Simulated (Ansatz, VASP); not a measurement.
**Cross-check of BAs between VASP and Ansatz**

One calculation is typed for both programs; each brings its own data sets. How far apart do they land? The cell is taken from a series of runs on this material, whose earlier steps may have relaxed, scaled, displaced or heated it; both programs get it as it stands.

Program: Ansatz 0.2.0. Level of theory: plane waves, with VASP 6.6.1 beside it; G0W0 gap at LDA. Results are calculated unless marked as measured.

### 1. The structure

The structure is orthorhombic, space group Imm2 (No. 44). Conventional cell: a = 3.310 Å, b = 3.398 Å, c = 4.681 Å, α = 90.00°, β = 90.00°, γ = 90.00°. B has 4 As at 2.03 to 2.06 Å nearest. Nearest to As lie 4 B at 2.03 to 2.06 Å. Farther neighbours are not listed.

### 2. Ansatz: G0W0 gap, LDA

Ansatz runs on its default PAW (the set named soft_2) files.

Quasiparticle shifts depend on high empty states and on the cores, so they are the hardest test of two PAW sets.

input.yaml

```yaml
crystal:
  lattice:
    - [-1.655146059, -2.3407299982, 1.6987917171]
    - [1.655146059, -2.3407299982, 1.6987917171]
    - [0.0, 3.7e-09, 3.3975834291]
  atoms:
    - { symbol: B, position: [-0.0012895706, -0.0012895706, 0.0012895706] }
    - { symbol: As, position: [0.7512895706, 0.7512895706, 0.7487104294] }
kpoints:
  mp_grid: { grid: [6, 6, 6] }
hamiltonian:
  xc: lda
scf:
  occupations: { method: fixed }
gw:
  n_empty_bands: 109
  ecut_chi: 150.0
  qp_bands: [v3, c3]
  screening: { model: contour_deformation }
```

Run with:

```bash
ansatz run input.yaml --threads 8 --pin off --max-ram 18432MiB --backend cpu --events-out ev --progress --plain --runs-dir out
```

Numbers of over 12 decimals in the logs are rounded to 6 here.

What it wrote:

```text
Engine: ansatz 0.2.0, aarch64-unknown-linux-gnu
Pseudopotentials: kind: paw
Pseudopotential: B, paw, valence charge 3, recommended cutoff 420 eV (normal), B.paw.azcp
Pseudopotential: As, paw, valence charge 15, recommended cutoff 420 eV (normal), As.paw.azcp
Functional definition: SPW92
  exchange = slater_x
  correlation = pw_c
Crystal: 2 atoms, lattice volume = 26.326 Å³
Basis set: ecut = 420 eV, 531 PW (Γ)
Bands: 13, of which v1, the nominal top of the filled ones, is band 9 counted from 1 (8 counted from 0)
Symmetry: 4 space group operations
Space group: Imm2 (ITA 44), of the structure as read, at distance tolerance 3.0e-5 Å
k-points: 46 of 216 (time reversal used)
Non-local potential: B, projectors of the file, l = 0: 2, l = 1: 2, l = 2: 1
Non-local potential: As, projectors of the file, l = 0: 2, l = 1: 2, l = 2: 3, l = 3: 1
PAW form: soft (Blöchl's): semilocal exchange-correlation on the pseudo side does not see the compensation charge
PAW frozen core: B, regenerated for the run's functional, and the local potential with it (the file was generated under x = pbe(κ = 0.804, μ = 0.219515), c = pbe(β = 0.066725))
PAW frozen core: As, regenerated for the run's functional, and the local potential with it (the file was generated under x = pbe(κ = 0.804, μ = 0.219515), c = pbe(β = 0.066725))
PAW one-centre angular grid: B, 110 points (default); XC on 64 Gauss nodes
PAW one-centre angular grid: As, 590 points (default); XC on 64 Gauss nodes
Initial density: superposition of atomic densities (neutral atoms: chi_scale 0, normalization atom), corrected by the library's trained network
Initial wavefunctions: pseudopotential atomic-orbital guess
Functional: x = slater, c = lda
SCF iter   1: F=—  HF=-4923.503288 eV  |F-HF|=—  |Δ(HF+E_count)|=         —  Δρ=7.16e-3  dr2=1.31e-2  ethr=1.77e-3  ⟨swp⟩=4.4  Hψ=3009  notcnv=0  defer=71
preconditioner: auto → none  [insulator: Δε(μ)=0.882 eV  Ē_g=12.626 eV  n_scr=8 (ndim 8)  ℏωp=20.5 eV  f_vac=0.000  ε∞_Penn≈3.6]
SCF iter   2: F=—  HF=-4923.498970 eV  |F-HF|=—  |Δ(HF+E_count)|=   4.32e-3  Δρ=2.15e-3  dr2=6.53e-4  ethr=7.30e-5  ⟨swp⟩=2.0  Hψ=1089  notcnv=0  defer=92
SCF iter   3: F=—  HF=-4923.498638 eV  |F-HF|=—  |Δ(HF+E_count)|=   3.32e-4  Δρ=1.03e-3  dr2=1.20e-4  ethr=3.63e-6  ⟨swp⟩=2.0  Hψ=1104  notcnv=0  defer=92
SCF iter   4: F=—  HF=-4923.498614 eV  |F-HF|=—  |Δ(HF+E_count)|=   2.43e-5  Δρ=4.41e-4  dr2=2.09e-5  ethr=6.68e-7  ⟨swp⟩=1.0  Hψ=598  notcnv=0  defer=21
SCF iter   5: F=—  HF=-4923.498607 eV  |F-HF|=—  |Δ(HF+E_count)|=   6.72e-6  Δρ=1.01e-4  dr2=1.13e-6  ethr=1.16e-7  ⟨swp⟩=2.0  Hψ=956  notcnv=0
SCF iter   6: F=-4923.498607 eV  HF=-4923.498607 eV  |F-HF|=2.80e-9  |Δ(HF+E_count)|=   2.22e-7  Δρ=1.12e-5  dr2=1.28e-8  ethr=5.56e-10  ⟨swp⟩=3.6  Hψ=2479  notcnv=0
SCF 1 converged in 6 iterations: F = -4923.498607 eV  dr2 = 1.28e-8
  greatest PAW one-centre occupation: 0.999 electrons in one spin orbital (limit 2), on the As atom at site 1 (counted from 0), in its partial waves of l = 2
NSCF: frozen V_eff on 46 k-points
G₀W₀ screening: q 1/46
[... further progress lines ...]
NSCF: frozen V_eff on 1 k-points
NSCF: frozen V_eff on 1 k-points
[...]
SCF converged after 6 iterations
Free energy (F): -4923.498607 eV
Harris-Foulkes:  -4923.498607 eV  (|F-HF|=2.80e-9)
Internal energy: -4923.498607 eV  (E = F + TS)
E sigma→0 (E₀):  -4923.498607 eV
Fermi energy:    11.480205 eV
--- Per-component energies (eV) ---
  E_band       = -207.695047
  E_kinetic    = 154.270734
  E_local      = -1672.864938  (includes V_loc(G=0)·N_el)
  E_nonlocal   = -651.924272
  E_hartree    = 930.163079
  E_xc         = -111.649684
  E_vxc        = -118.652861  (∫ρ·V_xc dr)
  E_paw        = -1827.892490  (= ΣΔE_a)
  E_vpaw       = 221.152048  (= ΣTr[D̂ρ^β])
  E_aug_tail   = 0.000005  (compensation charges beyond the density's cutoff)
  E_ewald      = -1745.722106
  E_core_change = 2.121064  (= ΣΔE_core)
  E_smearing   = -0.000000  (= −TS)
  E_closure    = 0.000000  (closes the sum)
  Σ components = -4923.498607   (vs F -4923.498607, Δ=0.00e0)
--- Band table (eV; the first three rows and the last of 46) ---
  k-point 0: bands = [... 5 lower, -4.3069, 11.2567, 11.4754, 11.4802, 14.5331, 14.5897, 14.9328, 16.5545]
  k-point 1: bands = [... 5 lower, -3.8512, 8.2813, 10.7485, 10.7770, 14.9389, 15.4985, 15.7864, 18.2690]
  k-point 2: bands = [... 5 lower, -2.5779, 4.4510, 9.9048, 9.9548, 14.6115, 16.2695, 16.3722, 20.1254]
  k-point 45: bands = [... 5 lower, 0.0600, 2.8717, 6.9035, 7.3157, 12.3620, 12.9395, 22.9295, 23.0765]
[...]
28     9      8.1202   -16.6659     1.9308   -14.2513  0.7766     7.6338     7.6364  root
    28    10     14.9983    -8.2414    -4.8095   -13.5266  0.7899    15.4763    15.4740  root
    28    11     16.5749    -7.1192    -5.2568   -12.8278  0.7843    17.0290    17.0267  root
    28    12     17.3860    -8.5755    -5.4505   -14.5239  0.7724    17.8866    17.8838  root
    29     7      3.0683   -18.6500     4.4099   -13.6565  0.7199     2.4830     2.4846  root
    29     8      7.7008   -17.2153     2.1486   -14.5603  0.7701     7.1915     7.1944  root
    29     9      8.4973   -16.8274     1.8232   -14.5312  0.7799     8.0221     8.0243  root
    29    10     14.1492    -8.2996    -4.5772   -13.2996  0.7973    14.5736    14.5720  root
    29    11     17.0939    -8.4082    -5.4610   -14.3914  0.7725    17.6194    17.6160  root
    29    12     17.7158    -7.9470    -5.5072   -13.9938  0.7721    18.2585    18.2553  root
    30     7      4.5683   -19.2279     3.7653   -14.8794  0.7293     3.9815     3.9851  root
    30     8      6.3592   -16.8103     2.6417   -13.6321  0.7555     5.8189     5.8227  root
    30     9      8.0792   -16.5795     1.9433   -14.1526  0.7759     7.5930     7.5957  root
    30    10     15.2794    -8.2491    -4.8630   -13.5982  0.7890    15.7681    15.7655  root
    30    11     16.6807    -7.0816    -5.2829   -12.8149  0.7841    17.1334    17.1312  root
    30    12     17.5511    -8.6939    -5.5156   -14.7173  0.7701    18.0617    18.0589  root
    31     7      3.1368   -19.6216     4.6901   -14.2427  0.7193     2.4432     2.4481  root
    31     8      6.0917   -16.7263     2.7146   -13.4693  0.7537     5.5453     5.5493  root
    31     9      6.2903   -16.5482     2.6283   -13.3943  0.7562     5.7611     5.7647  root
    31    10     15.1944    -7.7310    -4.8023   -12.8929  0.7912    15.5554    15.5540  root
    31    11     15.4146    -7.9099    -4.9636   -13.3776  0.7923    15.9213    15.9187  root
    31    12     19.7419    -7.5823    -6.3699   -14.4808  0.7555    20.2720    20.2705  root
    32     7      3.2587   -19.1333     4.4810   -14.0137  0.7195     2.6168     2.6202  root
    32     8      5.7866   -17.1339     2.9191   -13.6654  0.7488     5.2331     5.2371  root
[...]
44    11     18.8960    -6.8698    -6.4723   -13.9609  0.7460    19.5173    19.5147  root
    44    12     19.6260    -7.6487    -6.4411   -14.6896  0.7486    20.2271    20.2257  root
    45     7      2.8717   -19.4519     4.7666   -14.0127  0.7157     2.1939     2.1991  root
    45     8      6.9035   -17.0126     2.4408   -14.0384  0.7642     6.3663     6.3701  root
    45     9      7.3157   -17.0942     2.3790   -14.1854  0.7674     6.7822     6.7859  root
    45    10     12.3620    -7.8633    -4.1521   -12.3274  0.8077    12.6746    12.6739  root
    45    11     12.9395    -8.0175    -4.2205   -12.5377  0.8078    13.2398    13.2392  root
    45    12     22.9295    -7.5329    -7.6739   -15.8762  0.7327    23.6055    23.5988  root
```

[end of part 1 of 2]

[Lines on the potential files, build, host, timing and source positions are cut from VASP's logs without a mark.]

[Logs are printed without paths, hosts, clocks, repeated set-up lines and the standing remarks that a program may print on its own settings, such as how far it seeks lower states.]

[Hosts, paths, dates, database ids (printed as entryN), source tags and the programs' standing remarks are cut or masked in the printed files.]
